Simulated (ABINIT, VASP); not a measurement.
VASP input:

**KPOINTS**
```
Automatic mesh
0
G
4 4 4
```

INCAR:
```
SYSTEM = NaAsF6
PREC = Accurate
ENCUT = 400
EDIFF = 1E-6
NELM = 100
ALGO = Normal
LREAL = .FALSE.
LASPH = .TRUE.
ISMEAR = 0
SIGMA = 0.01
GGA = PS
LMAXMIX = 4
LWAVE = .FALSE.
LCHARG = .FALSE.
ISIF = 2
```

**POSCAR**
```
NaAsF6
1
    0.0000000000     3.9659230000     3.9659230000
    3.9659230000     0.0000000000     3.9659230000
    3.9659230000     3.9659230000     0.0000000000
Na As F
1 1 6
Direct
  0.5000000000   0.5000000000   0.5000000000
  0.0000000000   0.0000000000   0.0000000000
  0.7816300000   0.7816300000   0.2183700000
  0.2183700000   0.2183700000   0.7816300000
  0.2183700000   0.7816300000   0.7816300000
  0.7816300000   0.2183700000   0.2183700000
  0.7816300000   0.2183700000   0.7816300000
  0.2183700000   0.7816300000   0.2183700000
```

POTCAR, in this order: Na_pv As F (PBE.64 set). Program: vasp_std.

### Question
Write an input for ABINIT that does the same calculation.

### Answer
One input that does it (PBEsol, norm-conserving pseudopotentials (PseudoDojo nc-sr-04 PBEsol standard)):
```
# NaAsF6, PseudoDojo nc-sr-04 PBEsol standard
pp_dirpath "./"
pseudos "Na.upf, As.upf, F.upf"
acell 10.5988352831 10.5988352831 10.5988352831
rprim
        -0.0000000000    0.7071067812    0.7071067812
         0.7071067812    0.0000000000    0.7071067812
         0.7071067812    0.7071067812   -0.0000000000
natom 8
ntypat 3
znucl 11 33 9
typat 1 2 3 3 3 3 3 3
xred
         0.5000000000    0.5000000000    0.5000000000
         0.0000000000    0.0000000000    0.0000000000
         0.7816300000    0.7816300000    0.2183700000
         0.2183700000    0.2183700000    0.7816300000
         0.2183700000    0.7816300000    0.7816300000
         0.7816300000    0.2183700000    0.2183700000
         0.7816300000    0.2183700000    0.7816300000
         0.2183700000    0.7816300000    0.2183700000
ecut 88 Ry
ixc -116133
occopt 1
nband 35
kptopt 1
ngkpt 4 4 4
nshiftk 1
shiftk 0 0 0
nstep 100
tolvrs 1.0e-10
prtwf 0
prtden 0
```
Both inputs were run and reached self-consistency, which says nothing on mesh or cut-off. Potentials, basis and cut-offs are each code's own, so they don't translate, and total energies aren't comparable.

Fixed occupations appear in VASP as a very narrow Gaussian smearing.

The structure comes from a computed database's NaAsF6 entry (Fm-3m); how it stands against other phases isn't given here. The cell was not relaxed at this level, and it may have been scaled.
